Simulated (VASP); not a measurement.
These are G0W0 on PBE orbitals, VASP's PBE PAW potentials (set 64) (plane waves; VASP) values and carry that method's errors.

VASP ran on this input.

File POSCAR:
```
BP
1.0
  0.0000000000   2.2660700000   2.2660700000
  2.2660700000   0.0000000000   2.2660700000
  2.2660700000   2.2660700000   0.0000000000
B P
1 1
Cart
  0.0000000000   0.0000000000   0.0000000000
  1.1330350000   1.1330350000   1.1330350000
```

INCAR:
```
SYSTEM = BP
PREC = Normal
ENCUT = 500
ALGO = EVGW0
LREAL = .FALSE.
LASPH = .TRUE.
ISMEAR = 0
SIGMA = 0.01
GGA = PE
LWAVE = .FALSE.
LCHARG = .FALSE.
NELMGW = 1
NBANDS = 88
NOMEGA = 64
ENCUTGW = 170
NBANDSGW = 12
LSPECTRALGW = .TRUE.
```

KPOINTS:
```
Automatic mesh
0
Gamma
5 5 5
0 0 0
```

POTCAR, in this order: B_GW P_GW (PBE.64 set). Program: vasp_std. Read from the step before: WAVECAR, WAVEDER.

The run wrote:

File OSZICAR:
```
energies w=
    0.000    0.000    0.512    0.000    1.024    0.000    1.532    0.000
    2.038    0.000    2.539    0.000    3.035    0.000    3.525    0.000
    4.009    0.000    4.487    0.000    4.957    0.000    5.422    0.000
    5.879    0.000    6.331    0.000    6.777    0.000    7.218    0.000
    7.654    0.000    8.086    0.000    8.516    0.000    8.942    0.000
    9.368    0.000    9.793    0.000   10.218    0.000   10.644    0.000
   11.073    0.000   11.506    0.000   11.943    0.000   12.387    0.000
   12.838    0.000   13.298    0.000   13.768    0.000   14.252    0.000
   14.749    0.000   15.263    0.000   15.796    0.000   16.351    0.000
   16.930    0.000   17.538    0.000   18.178    0.000   18.855    0.000
   19.574    0.000   20.342    0.000   21.166    0.000   22.054    0.000
   23.017    0.000   24.067    0.000   25.220    0.000   26.494    0.000
   27.912    0.000   29.503    0.000   31.303    0.000   33.362    0.000
   35.739    0.000   38.520    0.000   41.819    0.000   45.795    0.000
   50.683    0.000   56.835    0.000   64.808    0.000   75.540    0.000
   90.741    0.000  113.893    0.000  153.347    0.000  235.427    0.000
NQ=   1    0.0000    0.0000    0.0000,
 performed        105000 updates of chi_q(r,r)
NQ=   2    0.2000    0.0000    0.0000,
 performed        300000 updates of chi_q(r,r)
NQ=   3    0.4000    0.0000    0.0000,
 performed        495000 updates of chi_q(r,r)
NQ=   4    0.2000    0.2000    0.0000,
 performed        690000 updates of chi_q(r,r)
NQ=   5    0.4000    0.2000    0.0000,
 performed        987000 updates of chi_q(r,r)
NQ=   6   -0.4000    0.2000    0.0000,
 performed       1284000 updates of chi_q(r,r)
NQ=   7   -0.2000    0.2000    0.0000,
 performed       1547000 updates of chi_q(r,r)
NQ=   8    0.4000    0.4000    0.0000,
 performed       1742000 updates of chi_q(r,r)
NQ=   9   -0.4000    0.4000    0.0000,
 performed       2005000 updates of chi_q(r,r)
NQ=  10   -0.4000    0.4000    0.2000,
 performed       2336000 updates of chi_q(r,r)
 resolving degeneracies of screened two electron integrals
```

File OUTCAR:
```


 k-point   1 :       0.0000    0.0000    0.0000
  band No.  KS-energies  QP-energies   sigma(KS)   V_xc(KS)     V^pw_x(r,r')   Z            occupation Imag(sigma)

      1      -8.3088      -9.0733     -13.1528     -12.0669     -20.4949       0.7040       2.0000       1.3793
      2       7.1912       6.7045     -13.9376     -13.3185     -15.0491       0.7863       2.0000       0.0432
      3       7.1912       6.7045     -13.9376     -13.3185     -15.0491       0.7863       2.0000       0.0432
      4       7.1912       6.7045     -13.9376     -13.3185     -15.0491       0.7863       2.0000       0.0432
      5      10.5959      10.9665     -11.6142     -12.0872      -7.0803       0.7835       0.0000      -0.0715
      6      10.5959      10.9665     -11.6142     -12.0872      -7.0803       0.7835       0.0000      -0.0715
      7      10.5959      10.9665     -11.6142     -12.0872      -7.0803       0.7835       0.0000      -0.0715
      8      14.6262      14.9889     -12.2812     -12.7635      -6.1676       0.7522       0.0000      -0.1593
      9      18.7386      18.6483      -9.5818      -9.4657      -3.3558       0.7774       0.0000      -0.3317
     10      19.2150      19.6763     -11.1721     -11.7715      -4.9723       0.7696       0.0000      -0.2870
     11      19.2150      19.6763     -11.1721     -11.7715      -4.9723       0.7696       0.0000      -0.2870
     12      22.8897      22.9992      -9.8129      -9.9539      -2.8169       0.7764       0.0000      -0.6789

 k-point   2 :       0.2000    0.0000    0.0000
  band No.  KS-energies  QP-energies   sigma(KS)   V_xc(KS)     V^pw_x(r,r')   Z            occupation Imag(sigma)

      1      -7.5925      -8.3411     -13.1799     -12.1280     -20.2802       0.7116       2.0000       1.2794
      2       3.5382       2.8963     -13.4324     -12.5902     -15.7415       0.7622       2.0000       0.0876
      3       6.3352       5.8186     -13.7625     -13.1025     -15.1027       0.7826       2.0000       0.0489
      4       6.3352       5.8186     -13.7625     -13.1025     -15.1027       0.7826       2.0000       0.0489
      5      11.2366      11.5532     -11.7548     -12.1607      -6.9764       0.7802       0.0000      -0.0793
      6      11.7239      12.1262     -11.7054     -12.2235      -6.8293       0.7765       0.0000      -0.0847
      7      11.7239      12.1262     -11.7054     -12.2235      -6.8293       0.7765       0.0000      -0.0847
      8      16.3103      16.6658     -11.9641     -12.4424      -5.4654       0.7433       0.0000      -0.2329
      9      17.9689      18.3083     -10.7117     -11.1489      -4.6975       0.7763       0.0000      -0.2659
     10      17.9689      18.3083     -10.7117     -11.1489      -4.6975       0.7763       0.0000      -0.2659
     11      20.1673      20.1687      -9.8479      -9.8497      -3.3233       0.7758       0.0000      -0.4253
     12      22.6939      22.7486     -10.0797     -10.1509      -3.1277       0.7687       0.0000      -0.6155

 k-point   3 :       0.4000    0.0000    0.0000
  band No.  KS-energies  QP-energies   sigma(KS)   V_xc(KS)     V^pw_x(r,r')   Z            occupation Imag(sigma)

      1      -5.6596      -6.3627     -13.3708     -12.3970     -19.7861       0.7221       2.0000       0.9878
      2      -0.8583      -1.5699     -13.0052     -12.0215     -17.2807       0.7234       2.0000       0.3108
      3       5.5343       4.9607     -13.7877     -13.0493     -15.4939       0.7769       2.0000       0.0576
      4       5.5343       4.9607     -13.7877     -13.0493     -15.4939       0.7769       2.0000       0.0576
      5      11.0316      11.3099     -11.7535     -12.1100      -6.8945       0.7806       0.0000      -0.0793
      6      11.9735      12.3626     -11.1958     -11.6943      -6.1980       0.7805       0.0000      -0.0879
      7      11.9735      12.3626     -11.1958     -11.6943      -6.1980       0.7805       0.0000      -0.0879
      8      17.3782      17.5368     -10.2427     -10.4529      -3.6392       0.7548       0.0000      -0.2976
      9      20.2247      20.5910     -11.2152     -11.6947      -4.4125       0.7639       0.0000      -0.4684
     10      20.2247      20.5910     -11.2152     -11.6947      -4.4125       0.7639       0.0000      -0.4684
     11      21.3374      21.5072     -10.6972     -10.9202      -3.7673       0.7616       0.0000      -0.4901
     12      25.3459      25.6613     -11.5780     -12.0030      -3.6238       0.7422       0.0000      -0.8625

 k-point   4 :       0.2000    0.2000    0.0000
  band No.  KS-energies  QP-energies   sigma(KS)   V_xc(KS)     V^pw_x(r,r')   Z            occupation Imag(sigma)

      1      -7.3513      -8.0941     -13.1896     -12.1458     -20.2031       0.7116       2.0000       1.2429
      2       4.5812       3.9467     -14.0041     -13.1772     -16.0470       0.7672       2.0000       0.0716
      3       5.0267       4.4528     -13.4878     -12.7471     -15.2413       0.7749       2.0000       0.0615
      4       5.0267       4.4528     -13.4878     -12.7471     -15.2413       0.7749       2.0000       0.0615
      5       9.3636       9.6225     -11.1576     -11.4848      -6.8631       0.7914       0.0000      -0.0634
      6      13.3143      13.5788     -10.5720     -10.9120      -5.2030       0.7780       0.0000      -0.1103
      7      13.7931      14.2477     -12.0491     -12.6460      -6.5568       0.7616       0.0000      -0.1262
      8      13.7931      14.2477     -12.0491     -12.6460      -6.5568       0.7616       0.0000      -0.1262
      9      18.3902      18.7544     -12.0119     -12.4965      -5.3449       0.7516       0.0000      -0.3365
     10      20.2299      20.6968     -11.2092     -11.8161      -4.7292       0.7695       0.0000      -0.3844
     11      21.4714      21.5616     -10.1252     -10.2423      -3.3793       0.7705       0.0000      -0.4910
     12      24.7343      24.8394     -10.1309     -10.2672      -2.7984       0.7706       0.0000      -0.8607

 k-point   5 :       0.4000    0.2000    0.0000
  band No.  KS-energies  QP-energies   sigma(KS)   V_xc(KS)     V^pw_x(r,r')   Z            occupation Imag(sigma)

      1      -5.7727      -6.4744     -13.2986     -12.3241     -19.7508       0.7200       2.0000       0.9972
      2       0.7651       0.0551     -13.4127     -12.4449     -17.0123       0.7336       2.0000       0.1947
      3       3.7652       3.1288     -13.4366     -12.6037     -15.6268       0.7641       2.0000       0.0804
      4       4.2922       3.6714     -13.4992     -12.6917     -15.5816       0.7689       2.0000       0.0717
      5       9.9671      10.2112     -10.9559     -11.2644      -6.4409       0.7911       0.0000      -0.0693
      6      13.2307      13.5106     -10.7926     -11.1520      -5.4853       0.7786       0.0000      -0.1118
      7      14.4954      14.9059     -11.9698     -12.5112      -6.1733       0.7581       0.0000      -0.1512
      8      14.6720      15.1241     -11.6834     -12.2781      -5.8909       0.7602       0.0000      -0.1554
      9      20.5003      20.8730     -11.4781     -11.9761      -4.1690       0.7484       0.0000      -0.5235
     10      21.7349      22.1781     -11.3743     -11.9554      -4.2829       0.7628       0.0000      -0.5760
     11      22.9249      23.1398     -10.8629     -11.1454      -3.6993       0.7606       0.0000      -0.6254
     12      25.5251      25.6814     -10.6058     -10.8132      -3.1352       0.7535       0.0000      -0.7956

 k-point   6 :      -0.4000    0.2000    0.0000
  band No.  KS-energies  QP-energies   sigma(KS)   V_xc(KS)     V^pw_x(r,r')   Z            occupation Imag(sigma)

      1      -4.5025      -5.1776     -13.5661     -12.6302     -19.5348       0.7214       2.0000       0.8018
      2      -1.2258      -1.9460     -12.9956     -11.9944     -17.4607       0.7193       2.0000       0.3424
      3       2.6372       1.9615     -13.2775     -12.3822     -15.9233       0.7547       2.0000       0.1074
      4       4.6950       4.0849     -13.6136     -12.8231     -15.5781       0.7718       2.0000       0.0667
      5      10.5144      10.7745     -10.8571     -11.1864      -6.1758       0.7899       0.0000      -0.0739
      6      13.8314      14.2650     -11.4031     -11.9699      -5.7883       0.7650       0.0000      -0.1329
      7      14.1855      14.5264     -11.7301     -12.1761      -6.1341       0.7645       0.0000      -0.1356
      8      17.3705      17.7887     -11.5246     -12.0863      -4.7436       0.7445       0.0000      -0.3071
      9      18.6721      18.9773     -11.2479     -11.6524      -4.5698       0.7545       0.0000      -0.3518
     10      19.5181      19.8663     -11.1637     -11.6190      -4.5641       0.7649       0.0000      -0.4046
     11      23.9392      23.9915      -9.9728     -10.0413      -3.0077       0.7646       0.0000      -0.6460
     12      25.8627      26.3032     -12.0070     -12.6060      -3.7377       0.7353       0.0000      -0.9606

 k-point   7 :      -0.2000    0.2000    0.0000
  band No.  KS-energies  QP-energies   sigma(KS)   V_xc(KS)     V^pw_x(r,r')   Z            occupation Imag(sigma)

      1      -6.4396      -7.1627     -13.2531     -12.2464     -19.9441       0.7183       2.0000       1.1020
      2       1.9313       1.2315     -13.6155     -12.6744     -16.7401       0.7436       2.0000       0.1394
      3       3.0032       2.3572     -13.0505     -12.2008     -15.4376       0.7604       2.0000       0.0947
      4       5.9449       5.3955     -13.8138     -13.1092     -15.3368       0.7798       2.0000       0.0530
      5      11.6660      12.0305     -11.3584     -11.8257      -6.4086       0.7801       0.0000      -0.0848
      6      12.5120      12.9591     -11.5654     -12.1472      -6.2529       0.7685       0.0000      -0.1049
      7      13.5840      13.9010     -11.8493     -12.2608      -6.5635       0.7701       0.0000      -0.1154
      8      15.5547      15.8918     -11.2466     -11.6932      -5.0692       0.7548       0.0000      -0.1940
      9      16.6393      16.9277     -10.5863     -10.9563      -4.9001       0.7796       0.0000      -0.2017
...
```
(Selected blocks of OUTCAR.)

The mesh is coarse and the basis finite, so the quasiparticle values are not converged.

The structure comes from a computed database's BP entry (F-43m); how it stands against other phases isn't given here. The cell was not relaxed at this level. The k-mesh is coarse (spacing up to 0.48 per Å, 2π included), so the numbers may not be converged in it.
